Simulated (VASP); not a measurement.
Data:

```
ZnF2
1.0
    4.74238     0.00000     0.00000
    0.00000     4.74238     0.00000
    0.00000     0.00000     3.14575
Zn F
2 4
Direct
  0.00000   0.00000   0.00000
  0.50000   0.50000   0.50000
  0.30398   0.30398   0.00000
  0.80398   0.19602   0.50000
  0.19602   0.80398   0.50000
  0.69602   0.69602   0.00000
```

Level of theory: AM05 GGA, VASP's PBE PAW potentials (set 64) (plane waves; VASP 6.6.1). Run with 520 eV cut-off, Gaussian smearing of 0.050 eV, potentials Zn F.

Problem. Give the energies of bands 15 to 28 at the high-symmetry points, in eV from the valence-band maximum.

Solution. 
```json
[
 {"band": "15", "Γ": "-2.93", "X": "-2.69", "M": "-2.93", "Z": "-2.82", "R": "-2.99", "A": "-2.83"},
 {"band": "16", "Γ": "-2.93", "X": "-2.69", "M": "-2.93", "Z": "-2.82", "R": "-2.99", "A": "-2.83"},
 {"band": "17", "Γ": "-2.87", "X": "-2.15", "M": "-2.52", "Z": "-2.75", "R": "-2.83", "A": "-2.52"},
 {"band": "18", "Γ": "-2.49", "X": "-2.15", "M": "-2.52", "Z": "-2.75", "R": "-2.83", "A": "-2.52"},
 {"band": "19", "Γ": "-1.95", "X": "-1.91", "M": "-2.05", "Z": "-1.62", "R": "-2.34", "A": "-1.38"},
 {"band": "20", "Γ": "-1.56", "X": "-1.91", "M": "-2.05", "Z": "-1.62", "R": "-2.34", "A": "-1.38"},
 {"band": "21", "Γ": "-1.41", "X": "-1.48", "M": "-1.56", "Z": "-1.28", "R": "-1.64", "A": "-1.36"},
 {"band": "22", "Γ": "-1.41", "X": "-1.48", "M": "-1.56", "Z": "-1.28", "R": "-1.64", "A": "-1.36"},
 {"band": "23", "Γ": "-1.05", "X": "-0.60", "M": "-1.16", "Z": "-1.27", "R": "-1.24", "A": "-1.17"},
 {"band": "24", "Γ": "-0.28", "X": "-0.60", "M": "-1.16", "Z": "-1.27", "R": "-1.24", "A": "-1.17"},
 {"band": "25", "Γ": "-0.28", "X": "-0.36", "M": "-0.30", "Z": "-1.18", "R": "-0.03", "A": "-0.79"},
 {"band": "26", "Γ": "0.00", "X": "-0.36", "M": "-0.30", "Z": "-1.18", "R": "-0.03", "A": "-0.79"},
 {"band": "27", "Γ": "3.49", "X": "6.06", "M": "6.93", "Z": "8.18", "R": "8.65", "A": "7.98"},
 {"band": "28", "Γ": "9.20", "X": "6.06", "M": "6.93", "Z": "8.18", "R": "8.65", "A": "7.98"}
]
```

The gap is direct, 3.49 eV, from the valence maximum at Γ to the conduction minimum at Γ.

Measured: gap 7.50 eV (computed value off by -4.01 eV), as given by Dominik Kurzydłowski et al., Inorganic Chemistry (2020), arXiv:1912.01850 [midpoint of the printed range].

The compound is ZnF2 in the rutile structure. It was relaxed first.
